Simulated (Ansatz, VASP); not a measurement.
## SiC (Moissanite 3C) in two plane-wave programs

Wanted: the spread between two codes on one cell, functional and k mesh. The cell is taken from a series of runs on this material, whose earlier steps may have relaxed, scaled, displaced or heated it; both programs get it as it stands.

Main program and level: Ansatz 0.2.0; plane waves, with VASP 6.6.1 beside it; zone-centre phonons at LDA.

## Step 1: Set-up

The structure is cubic, space group F-43m (No. 216). The conventional cell has a = 4.329 Å, b = 4.329 Å, c = 4.329 Å, α = 90.00°, β = 90.00°, γ = 90.00°. C has 4 Si at 1.87 Å nearest. Nearest to Si lie 4 C at 1.87 Å. Farther neighbours are not listed.

## Step 2: Ansatz: zone-centre phonons, LDA

Ansatz runs on its PAW soft_1 files.

Second derivatives magnify differences that forces hide, and they need a tight electronic threshold.

input.yaml reads:

```yaml
crystal:
  lattice:
    - [0.0, 2.1645341292, 2.1645341292]
    - [2.1645341292, 0.0, 2.1645341292]
    - [2.1645341292, 2.1645341292, 0.0]
  atoms:
    - { symbol: C, position: [0.75, 0.75, 0.75] }
    - { symbol: Si, position: [0.0, 0.0, 0.0] }
total_charge: 0.01217
kpoints:
  mp_grid: { grid: [36, 36, 36] }
hamiltonian:
  xc: lda
  pseudopotentials: { kind: paw, azcp: { folder: soft_1 }, xc_functional: pbe }
scf:
  occupations: { method: fermi_dirac, width: 0.03 }
output:
  eigenvalues: true
phonons:
  method: dfpt
```

On the command line:

```
ansatz run input.yaml --threads 4 --pin off --max-ram 16384MiB --backend cpu --events-out ev --progress --plain --runs-dir out
```

Numbers of over 12 decimals in the logs are rounded to 6 here.

The log of the run:

```text
zone centre: on kpoints.mp_grid the ground state, and the responses unless they are solved on pairs of k-points, stand on 3349 of the mesh's 46656 k-points, reduced under 8 symmetry operations, with k and −k counted as one. Each operation leaves every solved displacement unchanged or reverses it
Engine: ansatz 0.2.0, aarch64-unknown-linux-gnu
Pseudopotentials: kind: paw
Pseudopotential: C, paw, valence charge 4, recommended cutoff 420 eV (normal), soft_1/C.paw.azcp
Pseudopotential: Si, paw, valence charge 4, recommended cutoff 420 eV (normal), soft_1/Si.paw.azcp
Functional definition: SPW92
  exchange = slater_x
  correlation = pw_c
Crystal: 2 atoms, lattice volume = 20.283 Å³
Basis set: ecut = 420 eV, 411 PW (Γ), exchange–correlation on 48×48×48 points (8 copies of the dense FFT grid, shifted against one another)
Bands: 8, of which v1, the nominal top of the filled ones, is band 4 counted from 1 (3 counted from 0)
Symmetry: 24 space group operations
k-points: 3349 of 46656 (irreducible under 8 space group operations, time reversal used)
Non-local potential: C, projectors of the file, l = 0: 2, l = 1: 2, l = 2: 1
Non-local potential: Si, projectors of the file, l = 0: 2, l = 1: 2, l = 2: 1
PAW form: soft (Blöchl's): semilocal exchange-correlation on the pseudo side does not see the compensation charge
PAW frozen core: C, regenerated for the run's functional, and the local potential with it (the file was generated under x = pbe(κ = 0.804, μ = 0.219515), c = pbe(β = 0.066725))
PAW frozen core: Si, regenerated for the run's functional, and the local potential with it (the file was generated under x = pbe(κ = 0.804, μ = 0.219515), c = pbe(β = 0.066725))
PAW one-centre angular grid: C, 110 points (default); XC on 64 Gauss nodes
PAW one-centre angular grid: Si, 110 points (default); XC on 64 Gauss nodes
Initial density: superposition of atomic densities (chi_scale 0.1, normalization cell, long waves kept (reshape's long-wave potential 0.00 eV rms))
Initial wavefunctions: pseudopotential atomic-orbital guess
Functional: x = slater, c = lda
SCF iter   1: F=—  HF=-853.918423 eV  |F-HF|=—  |Δ(HF+E_count)|=         —  Δρ=1.41e-1  dr2=4.90e0  ethr=3.10e-3  ⟨swp⟩=6.1  Hψ=230829  notcnv=0
preconditioner: auto → none  [metal: Δε(μ)=0.006 eV  Ē_g=14.865 eV  σ=0.030 eV  W_gap=0.05  n_scr=0 (ndim 8)  ℏωp=23.3 eV  f_vac=0.000  D(μ)=0.22/eV (n_scr^D=0)]
SCF iter   2: F=—  HF=-852.426945 eV  |F-HF|=—  |Δ(HF+E_count)|=    1.49e0  Δρ=5.04e-2  dr2=3.36e-1  ethr=3.10e-3  ⟨swp⟩=3.0  Hψ=92692  notcnv=0
SCF iter   3: F=—  HF=-852.329039 eV  |F-HF|=—  |Δ(HF+E_count)|=   9.79e-2  Δρ=1.89e-2  dr2=3.77e-2  ethr=3.10e-3  ⟨swp⟩=2.3  Hψ=55942  notcnv=0
SCF iter   4: F=—  HF=-852.320394 eV  |F-HF|=—  |Δ(HF+E_count)|=   8.64e-3  Δρ=1.38e-3  dr2=1.95e-4  ethr=4.72e-4  ⟨swp⟩=2.0  Hψ=40267  notcnv=0
SCF iter   5: F=—  HF=-852.320460 eV  |F-HF|=—  |Δ(HF+E_count)|=   6.58e-5  Δρ=1.62e-4  dr2=1.70e-6  ethr=2.44e-6  ⟨swp⟩=2.3  Hψ=40021  notcnv=0
SCF iter   6: F=—  HF=-852.320461 eV  |F-HF|=—  |Δ(HF+E_count)|=   1.63e-6  Δρ=3.12e-5  dr2=8.64e-8  ethr=2.13e-8  ⟨swp⟩=2.2  Hψ=39997  notcnv=0
SCF iter   7: F=—  HF=-852.320461 eV  |F-HF|=—  |Δ(HF+E_count)|=   9.86e-8  Δρ=4.60e-6  dr2=1.57e-9  ethr=1.08e-9  ⟨swp⟩=1.3  Hψ=29133  notcnv=0
SCF iter   8: F=-852.320461 eV  HF=-852.320461 eV  |F-HF|=2.27e-13  |Δ(HF+E_count)|=  3.66e-11  Δρ=1.21e-7  dr2=1.20e-12  ethr=1.00e-12  ⟨swp⟩=4.8  Hψ=125263  notcnv=0
SCF 1 converged in 8 iterations: F = -852.320461 eV  dr2 = 1.20e-12
  greatest PAW one-centre occupation: 0.642 electrons in one spin orbital (limit 2), on the C atom at site 0 (counted from 0), in its partial waves of l = 0
DFPT response loops at Γ: preconditioner auto → Kerker (q_TF=auto, 2.336 Å⁻¹) (partly filled bands, converged f_vac=0.000); β = 1.00, the filter's whole step (`scf.mixing.beta` (0.50) is not read by the response loops under this deck's `scf.mixing.preconditioner`; to damp them name `kerker` or `kerker_dos`, under which they read `scf.mixing.beta`, and type it under 1.00, their step now; both keys bind the ground state too); Broyden in place of MSR1
SCF converged after 8 iterations
Free energy (F): -852.320461 eV
Harris-Foulkes:  -852.320461 eV  (|F-HF|=2.27e-13)
Internal energy: -852.319904 eV  (E = F + TS)
E sigma→0 (E₀):  -852.320183 eV
Entropy (-TS):   -0.000557 eV (-0.278 meV/atom)
Fermi energy:    9.425248 eV
--- Per-component energies (eV) ---
  E_band       = 28.499957
  E_kinetic    = 134.048659
  E_local      = -95.759763  (includes V_loc(G=0)·N_el)
  E_nonlocal   = 47.366674
  E_hartree    = 31.267698
  E_xc         = -105.063025
  E_vxc        = -108.934602  (∫ρ·V_xc dr)
  E_paw        = -577.640330  (= ΣΔE_a)
  E_vpaw       = -10.756452  (= ΣTr[D̂ρ^β])
  E_aug_tail   = 0.000048  (compensation charges beyond the density's cutoff)
  E_ewald      = -286.687028
  E_core_change = 0.147163  (= ΣΔE_core)
  E_smearing   = -0.000557  (= −TS)
  E_closure    = -0.000000  (closes the sum)
  E_deformation_potential = 0.224236  (in the stress; not in F)
  Σ components = -852.320461   (vs F -852.320461, Δ=0.00e0)
--- Band table (eV; the first three rows and the last of 3349) ---
  k-point 0: bands = ["-5.9827", "9.4907", "9.4907", "9.4907", "15.9916", "16.8368", "16.8368", "16.8368"]
  k-point 1: bands = ["-5.9673", "9.4040", "9.4797", "9.4797", "16.0310", "16.8442", "16.8581", "16.8581"]
  k-point 2: bands = ["-5.9211", "9.1548", "9.4470", "9.4470", "16.1191", "16.8873", "16.9193", "16.9193"]
  k-point 3348: bands = ["-0.5376", "2.4322", "4.3863", "4.7094", "14.6667", "19.0235", "19.0422", "19.2157"]
--- Phonons (Γ-DFPT): 2 representative perturbations + reference, on 3349 of 46656 k-points (Σ response iterations 6) ---
  k mesh reduced under 8 symmetry operations, with k and −k counted as one. Each operation leaves every solved displacement unchanged or reverses it
  ASR residual: 6.087e-5 → 0.000e0 eV/Å²; symmetrization residual: 1.109e-7 eV/Å²
  ASR residual per site (eV/Å²): 6.09e-5 1.00e-5
  Γ frequencies (cm⁻¹): 0.00 0.00 0.00 753.82 753.82 753.82
  non-analytic LO–TO correction: not included (Born effective charges unavailable; polar crystals: no LO–TO splitting at Γ)
```

Reading the cycles: dr2 is the Hartree energy of the density residual (eV), the measure of convergence; HF is the Harris–Foulkes estimate of the energy, which meets the free energy F at convergence.

## Step 3: VASP: zone-centre phonons, LDA

The same cell, functional (in two slightly different forms), mesh and smearing now go to VASP, with its own data sets.

Lines of VASP's logs that name or quote its potential files are left out, and so is its time.

INCAR reads:

```
SYSTEM = SiC
PREC = Accurate
ENCUT = 600
EDIFF = 1E-08
NELM = 120
ISMEAR = -1
SIGMA = 0.03
LREAL = .FALSE.
ALGO = Normal
GGA = CA
NELECT = 7.98783
NBANDS = 9
LORBIT = 11
LWAVE = .FALSE.
LCHARG = .FALSE.
ISIF = 2
IBRION = 8
LASPH = .TRUE.
GGA_COMPAT = .FALSE.
KPAR = 2
```

POSCAR reads:

```
SiC
1.0
    0.0000000000      2.1645341292      2.1645341292
    2.1645341292      0.0000000000      2.1645341292
    2.1645341292      2.1645341292      0.0000000000
C Si
1 1
Direct
    0.7500000000      0.7500000000      0.7500000000
    0.0000000000      0.0000000000      0.0000000000
```

KPOINTS reads:

```
Automatic mesh
0
Gamma
36 36 36
0 0 0
```

The projector-augmented-wave data sets are C and Si (LDA family, release 64).

On the command line:

```
mpirun -np 2 vasp_std
```

The log of the run:

```text
[banner, memory and clock lines left out]
running    2 mpi-ranks, on    1 nodes
 distrk:  each k-point on    1 cores,    2 groups
 distr:  one band on    1 cores,    1 groups

 POSCAR found type information on POSCAR C Si
 POSCAR found :  2 types and       2 ions
 LDA part: xc-table for (Slater(with rela. corr.)+CA(PZ))
 , standard interpolation
 POSCAR, INCAR and KPOINTS ok, starting setup
 FFT: planning ... GRIDC
 FFT: planning ... GRID_SOFT
 FFT: planning ... GRID
 WAVECAR not read
 entering main loop
       N       E                     dE             d eps       ncg     rms          rms(c)
DAV:   1     0.378911601817E+01    0.37891E+01   -0.37757E+03 23296   0.726E+02
DAV:   2    -0.182182564165E+02   -0.22007E+02   -0.20961E+02 30781   0.118E+02
DAV:   3    -0.188098767213E+02   -0.59162E+00   -0.58924E+00 25818   0.188E+01
DAV:   4    -0.188124962391E+02   -0.26195E-02   -0.26193E-02 29155   0.149E+00
DAV:   5    -0.188125035205E+02   -0.72814E-05   -0.72811E-05 26037   0.629E-02BRMIX: very serious problems
 the old and the new charge density differ
 old charge density:     8.00000 new    7.98783
BRMIX: very serious problems
 the old and the new charge density differ
 old charge density:     8.00000 new    7.98783
    0.924E+00
DAV:   6    -0.168420422431E+02    0.19705E+01   -0.76839E+00 22937   0.146E+01    0.409E+00
DAV:   7    -0.167659503448E+02    0.76092E-01   -0.38538E-01 28519   0.420E+00    0.180E+00
DAV:   8    -0.167457092798E+02    0.20241E-01   -0.26062E-02 23412   0.116E+00    0.183E-01
DAV:   9    -0.167453784508E+02    0.33083E-03   -0.14934E-03 31823   0.254E-01    0.924E-02
DAV:  10    -0.167453895008E+02   -0.11050E-04   -0.94026E-05 23527   0.708E-02    0.286E-02
DAV:  11    -0.167453898279E+02   -0.32709E-06   -0.34689E-06 30181   0.128E-02    0.121E-02
DAV:  12    -0.167453896531E+02    0.17483E-06   -0.59091E-07 23511   0.459E-03    0.373E-04
DAV:  13    -0.167453896533E+02   -0.20293E-09   -0.24340E-08 23356   0.110E-03
   1 F= -.16745390E+02 E0= -.16745111E+02  d E =-.558196E-03
 Linear response reoptimize wavefunctions to high precision
DAV:   1    -0.167453896535E+02   -0.18315E-09   -0.10567E-09 19723   0.234E-04
DAV:   2    -0.167453896535E+02   -0.84128E-11   -0.35076E-11 11593   0.555E-05
 Linear response DOF=           2
 Linear response progress:
  Degree of freedom:   1/  2
       N       E                     dE             d eps       ncg     rms          rms(c)
RMM:   1    -0.126699878744E+00   -0.12670E+00    0.53171E-02251374   0.231E+00
RMM:   2    -0.123588502874E+00    0.31114E-02   -0.26831E-03175736   0.460E-01    0.216E-01
RMM:   3    -0.123599061299E+00   -0.10558E-04   -0.91961E-04171304   0.206E-01    0.106E-01
RMM:   4    -0.124720519500E+00   -0.11215E-02   -0.71096E-04171433   0.172E-01    0.189E-02
RMM:   5    -0.124691867628E+00    0.28652E-04   -0.91983E-06183428   0.248E-02    0.197E-03
RMM:   6    -0.124705151592E+00   -0.13284E-04   -0.17040E-07186656   0.312E-03    0.894E-04
RMM:   7    -0.124700171307E+00    0.49803E-05   -0.18777E-08189895   0.649E-04    0.110E-04
RMM:   8    -0.124701132025E+00   -0.96072E-06   -0.16666E-09190126   0.147E-04    0.309E-05
RMM:   9    -0.124701096974E+00    0.35051E-07   -0.86487E-10200953   0.407E-05    0.403E-06
RMM:  10    -0.124701117725E+00   -0.20751E-07   -0.17295E-09197274   0.145E-05    0.240E-06
RMM:  11    -0.124701116323E+00    0.14025E-08   -0.11362E-09161680   0.104E-05    0.180E-07
 first order change of Fermi-energy   0.13286E-03
 force on displaced ion       1 direction 1 : -17.639  -0.000  -0.000
 Linear response progress:
  Degree of freedom:   2/  2
       N       E                     dE             d eps       ncg     rms          rms(c)
RMM:   1    -0.163456580002E-01   -0.16346E-01   -0.73464E-03273286   0.969E-01
RMM:   2    -0.144771126571E-01    0.18685E-02   -0.59862E-04177234   0.217E-01    0.150E-01
RMM:   3    -0.144151397727E-01    0.61973E-04   -0.88995E-05179001   0.666E-02    0.839E-02
RMM:   4    -0.145919691471E-01   -0.17683E-03   -0.83164E-05175301   0.640E-02    0.102E-02
RMM:   5    -0.145772006482E-01    0.14768E-04   -0.13332E-06183962   0.101E-02    0.136E-03
RMM:   6    -0.145750811940E-01    0.21195E-05   -0.12190E-07187228   0.103E-03    0.675E-04
RMM:   7    -0.145734387497E-01    0.16424E-05   -0.71199E-08191412   0.326E-04    0.126E-04
RMM:   8    -0.145734850431E-01   -0.46293E-07   -0.48131E-09196663   0.623E-05    0.230E-05
RMM:   9    -0.145735051915E-01   -0.20148E-07   -0.87306E-10199883   0.175E-05    0.368E-06
RMM:  10    -0.145734958228E-01    0.93687E-08    0.19336E-09183534   0.716E-06    0.981E-07
 first order change of Fermi-energy   0.15207E-04
 force on displaced ion       2 direction 1 : -17.642   0.000   0.000
 Linear response finished
```

OUTCAR, selected parts (step 3):

```text
NELECT = 7.98783

 ion  position               nearest neighbor table
   1  0.750  0.750  0.750-   2 1.87   2 1.87   2 1.87   2 1.87
   2  0.000  0.000  0.000-   1 1.87   1 1.87   1 1.87   1 1.87

  LATTYP: Found a face centered cubic cell.
 ALAT       =     4.3290682584

 Subroutine GETGRP returns: Found 24 space group operations
 (whereof 24 operations were pure point group operations)

The static configuration has the point symmetry T_d .

 Found   1240 irreducible k-points:

   k-points           NKPTS =   1240   k-points in BZ     NKDIM =   1240   number of bands    NBANDS=      9

   dimension x,y,z NGX =    24 NGY =   24 NGZ =   24
   dimension x,y,z NGXF=    48 NGYF=   48 NGZF=   48

   ENCUT  =  600.0 eV  44.10 Ry    6.64 a.u.   6.11  6.11  6.11*2*pi/ulx,y,z

 k-points in reciprocal lattice and weights: Automatic mesh
   0.00000000  0.00000000  0.00000000       0.000
   0.02777778  0.00000000  0.00000000       0.000
   0.05555556  0.00000000  0.00000000       0.000
   0.08333333  0.00000000  0.00000000       0.000
   0.11111111  0.00000000  0.00000000       0.000
   0.13888889  0.00000000  0.00000000       0.000
   0.16666667  0.00000000  0.00000000       0.000
   0.19444444  0.00000000  0.00000000       0.000
   0.22222222  0.00000000  0.00000000       0.000
[...]
-0.27777778  0.50000000  0.22222222       0.000
  -0.25000000  0.50000000  0.25000000       0.000

 average (electrostatic) potential at core
       1 -48.7732       2 -81.6532

  Total       -0.1111840     -0.1111840     -0.1111840      0.0000000      0.0000000     -0.0000000
  in kB       -8.7827291     -8.7827291     -8.7827291      0.0000000      0.0000000     -0.0000000
  external PRESSURE =      -8.7827291 kB  Pullay stress =       0.0000000 kB

  energy-cutoff  :      600.00
  volume of cell :       20.28
      direct lattice vectors                 reciprocal lattice vectors
     0.000000000  2.164534129  2.164534129    -0.230996589  0.230996589  0.230996589
     2.164534129  0.000000000  2.164534129     0.230996589 -0.230996589  0.230996589
     2.164534129  2.164534129  0.000000000     0.230996589  0.230996589 -0.230996589

 POSITION                                       TOTAL-FORCE (eV/Angst)
 -----------------------------------------------------------------------------------
      3.24680      3.24680      3.24680         0.000000      0.000000      0.000000
      0.00000      0.00000      0.00000        -0.000000     -0.000000      0.000000
 -----------------------------------------------------------------------------------
    total drift:                               -0.000000     -0.000000     -0.000000

 Eigenvectors and eigenvalues of the dynamical matrix
 ----------------------------------------------------

   1 f  =   22.637209 THz   142.233780 2PiTHz  755.096018 cm-1    93.619932 meV
             X         Y         Z           dx          dy          dz
      3.246801  3.246801  3.246801     0.428218    0.719056    0.000000
      0.000000  0.000000  0.000000    -0.280059   -0.470270    0.000000

   2 f  =   22.637209 THz   142.233780 2PiTHz  755.096018 cm-1    93.619932 meV
             X         Y         Z           dx          dy          dz
      3.246801  3.246801  3.246801     0.719056   -0.428218    0.000000
      0.000000  0.000000  0.000000    -0.470270    0.280059    0.000000

   3 f  =   22.637209 THz   142.233780 2PiTHz  755.096018 cm-1    93.619932 meV
             X         Y         Z           dx          dy          dz
      3.246801  3.246801  3.246801    -0.000000   -0.000000   -0.836907
      0.000000  0.000000  0.000000     0.000000   -0.000000    0.547346

   4 f/i=    0.000776 THz     0.004873 2PiTHz    0.025871 cm-1     0.003208 meV
             X         Y         Z           dx          dy          dz
      3.246801  3.246801  3.246801    -0.209469    0.505678    0.000000
      0.000000  0.000000  0.000000    -0.320284    0.773195    0.000000

   5 f/i=    0.000776 THz     0.004873 2PiTHz    0.025871 cm-1     0.003208 meV
             X         Y         Z           dx          dy          dz
      3.246801  3.246801  3.246801    -0.477379   -0.197747   -0.180536
      0.000000  0.000000  0.000000    -0.729925   -0.302360   -0.276045

   6 f/i=    0.000776 THz     0.004873 2PiTHz    0.025871 cm-1     0.003208 meV
             X         Y         Z           dx          dy          dz
      3.246801  3.246801  3.246801    -0.166793   -0.069091    0.516715
      0.000000  0.000000  0.000000    -0.255030   -0.105642    0.790071

 ELASTIC MODULI CONTR FROM IONIC RELAXATION (kBar)
 Direction    XX          YY          ZZ          XY          YZ          ZX
 --------------------------------------------------------------------------------
 XX          -0.0000     -0.0000     -0.0000     -0.0000     -0.0000     -0.0000
 YY          -0.0000     -0.0000     -0.0000     -0.0000     -0.0000     -0.0000
 ZZ          -0.0000     -0.0000     -0.0000     -0.0000     -0.0000     -0.0000
 XY          -0.0000     -0.0000     -0.0000   -414.1070     -0.0000     -0.0000
 YZ          -0.0000     -0.0000     -0.0000     -0.0000   -414.1070     -0.0000
 ZX          -0.0000     -0.0000     -0.0000     -0.0000     -0.0000   -414.1070
 --------------------------------------------------------------------------------
```

The cell is charged against a uniform background.

## Step 4: Side by side

Known differences besides the potentials themselves: the two LDA forms differ slightly; the cutoff is 420 eV in Ansatz and 600 eV in VASP; VASP's log shows a relativistic correction to its local exchange, Ansatz's none. Total energies have different zeros and are not compared.

The two programs side by side:

| quantity | Ansatz | VASP | difference |
| --- | --- | --- | --- |
| optical mode 1 to 3 (cm⁻¹) | 753.8 | 755.1 | -0.17 % |

Modes are paired by rising frequency, not by their patterns, so a pair may set unlike modes beside each other; they are those without the splitting of longitudinal modes. The cell carries a charge of +0.01217 e against a uniform background, so its pressure also hangs on how the neutralising background is counted, and in a defect's cell a gap may be the spacing between its levels.

## Step 5: Summary of results

```
r.m.s. difference of the optical zone-centre modes, each program's sorted by frequency (zone-centre phonons, LDA) : 1.3 cm⁻¹
```

The r.m.s. difference of the optical zone-centre modes, each program's sorted by frequency is 1.3 cm⁻¹ (zone-centre phonons, LDA). Such differences can come from data sets, numerical settings and the points named under the comparisons, not from the functional's error against experiment.

[Lines on the potential files, build, host, timing and source positions are cut from VASP's logs without a mark.]

[Logs are printed without paths, hosts, clocks, repeated set-up lines and the standing remarks that a program may print on its own settings, such as how far it seeks lower states.]

[Hosts, paths, dates, database ids (printed as entryN), source tags and the programs' standing remarks are cut or masked in the printed files.]
